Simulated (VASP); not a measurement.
These are r2SCAN meta-GGA, VASP's PBE PAW potentials (set 64) (plane waves; VASP) values and carry that method's errors.

VASP input:

File KPOINTS_OPT:
```
k-points along high-symmetry lines
6
Line-mode
Reciprocal
  0.000000   0.000000   0.000000 ! GAMMA
  0.500000   0.000000   0.000000 ! M

  0.500000   0.000000   0.000000 ! M
  0.333333   0.333333   0.000000 ! K

  0.333333   0.333333   0.000000 ! K
  0.000000   0.000000   0.000000 ! GAMMA

  0.000000   0.000000   0.000000 ! GAMMA
  0.000000   0.000000   0.500000 ! A

  0.000000   0.000000   0.500000 ! A
  0.500000   0.000000   0.500000 ! L

  0.500000   0.000000   0.500000 ! L
  0.333333   0.333333   0.500000 ! H

  0.333333   0.333333   0.500000 ! H
  0.000000   0.000000   0.500000 ! A

  0.500000   0.000000   0.500000 ! L
  0.500000   0.000000   0.000000 ! M

  0.333333   0.333333   0.500000 ! H
  0.333333   0.333333   0.000000 ! K
```

### INCAR
```
SYSTEM = AgB2
PREC = Accurate
ENCUT = 520
EDIFF = 1E-7
NELM = 100
ALGO = Normal
LREAL = .FALSE.
LASPH = .TRUE.
ISMEAR = -5
METAGGA = R2SCAN
LMIXTAU = .TRUE.
LMAXMIX = 4
LWAVE = .FALSE.
LCHARG = .FALSE.
LORBIT = 11
NEDOS = 601
ISIF = 2
```

File KPOINTS:
```
K-points
0
G
13 13 9
0 0 0
```

File POSCAR:
```
AgB2
1
    3.0134790660     0.0000000000     0.0000000000
   -1.5067395330     2.6097492152     0.0000000000
    0.0000000000     0.0000000000     4.0693744923
B Ag
2 1
Direct
  0.3333330000   0.6666670000   0.5000000000
  0.6666670000   0.3333330000   0.5000000000
  0.0000000000   0.0000000000   0.0000000000
```

POTCAR, in this order: B Ag (PBE.64 set). Program: vasp_std.

What VASP printed:

File OSZICAR:
```
       N       E                     dE             d eps       ncg     rms          rms(c)
DAV:   1     0.513151789839E+02    0.51315E+02   -0.82493E+03  2520   0.132E+03
DAV:   2    -0.393830285776E+02   -0.90698E+02   -0.83641E+02  2760   0.265E+02
DAV:   3    -0.418958178064E+02   -0.25128E+01   -0.24809E+01  3108   0.462E+01
DAV:   4    -0.419132550945E+02   -0.17437E-01   -0.17420E-01  2792   0.404E+00
DAV:   5    -0.419134178184E+02   -0.16272E-03   -0.16250E-03  3080   0.397E-01    0.113E+01
DAV:   6    -0.349064350831E+02    0.70070E+01   -0.18182E+01  2848   0.693E+01    0.143E+01
DAV:   7    -0.345510805674E+02    0.35535E+00   -0.25606E+00  2632   0.232E+01    0.515E+00
DAV:   8    -0.344581335723E+02    0.92947E-01   -0.46802E-01  2820   0.103E+01    0.104E+00
DAV:   9    -0.344749999217E+02   -0.16866E-01   -0.70815E-02  2632   0.345E+00    0.419E-01
DAV:  10    -0.344877721877E+02   -0.12772E-01   -0.32448E-02  2744   0.199E+00    0.148E-01
DAV:  11    -0.344835432395E+02    0.42289E-02   -0.35927E-03  2788   0.685E-01    0.196E-01
DAV:  12    -0.344874196082E+02   -0.38764E-02   -0.53769E-03  2612   0.846E-01    0.278E-02
DAV:  13    -0.344875074631E+02   -0.87855E-04   -0.24418E-04  2780   0.196E-01    0.148E-02
DAV:  14    -0.344874622218E+02    0.45241E-04   -0.33351E-05  2780   0.838E-02    0.593E-03
DAV:  15    -0.344874737635E+02   -0.11542E-04   -0.51236E-06  2780   0.322E-02    0.406E-03
DAV:  16    -0.344874718372E+02    0.19263E-05   -0.23227E-06  2672   0.196E-02    0.114E-03
DAV:  17    -0.344874738238E+02   -0.19866E-05   -0.44206E-07  2736   0.973E-03    0.346E-04
DAV:  18    -0.344874731078E+02    0.71605E-06   -0.42720E-08  1376   0.334E-03    0.174E-04
DAV:  19    -0.344874732852E+02   -0.17745E-06   -0.26286E-09  1360   0.657E-04    0.125E-04
DAV:  20    -0.344874729786E+02    0.30661E-06   -0.30563E-09  1324   0.750E-04    0.340E-05
DAV:  21    -0.344874730673E+02   -0.88711E-07   -0.66807E-10  1308   0.382E-04
   1 F= -.34487473E+02 E0= -.34487473E+02  d E =0.000000E+00
       N       E                     dE             ncg
```

File OUTCAR:
```
------------------------ aborting loop because EDIFF is reached ----------------------------------------
  FORCE on cell =-STRESS in cart. coord.  units (eV):
  Direction    XX          YY          ZZ          XY          YZ          ZX
  --------------------------------------------------------------------------------------
  Total       -0.0228777     -0.0228777     -0.0176702      0.0000000      0.0000000      0.0000000
  in kB       -1.1453217     -1.1453215     -0.8846217      0.0000000      0.0000000      0.0000000
  external PRESSURE =      -1.0584216 kB  Pullay stress =       0.0000000 kB
  volume of cell :       32.00
      direct lattice vectors                 reciprocal lattice vectors
     3.013479066  0.000000000  0.000000000     0.331842358  0.191589290  0.000000000
    -1.506739533  2.609749215  0.000000000     0.000000000  0.383178581  0.000000000
     0.000000000  0.000000000  4.069374492     0.000000000  0.000000000  0.245738013
 POSITION                                       TOTAL-FORCE (eV/Angst)
 -----------------------------------------------------------------------------------
     -0.00000      1.73983      2.03469         0.000000     -0.000000     -0.000000
      1.50674      0.86992      2.03469        -0.000000      0.000000      0.000000
      0.00000      0.00000      0.00000        -0.000000      0.000000     -0.000000
 -----------------------------------------------------------------------------------
    total drift:                                0.000000     -0.000000      0.000000
  FREE ENERGIE OF THE ION-ELECTRON SYSTEM (eV)
  ---------------------------------------------------
  free  energy   TOTEN  =       -34.4874730673 eV

  energy  without entropy=      -34.4874730673  energy(sigma->0) =      -34.48747307

 total charge

# of ion       s       p       d       tot
------------------------------------------
    1        0.734   1.155   0.000   1.890
    2        0.734   1.155   0.000   1.890
    3        0.338   0.306   9.205   9.850
--------------------------------------------------
tot          1.806   2.617   9.205  13.629
```
(Selected blocks of OUTCAR.)

For a metal the tetrahedron method with Blöchl corrections gives inexact stress and forces.

The structure comes from a measured AgB2 entry (P6/mmm) of the Crystallography Open Database, whose conditions weren't checked. It was relaxed first, which changed the volume by +27 %. The electron count is odd and the run is not spin-polarised, which forces a metal.
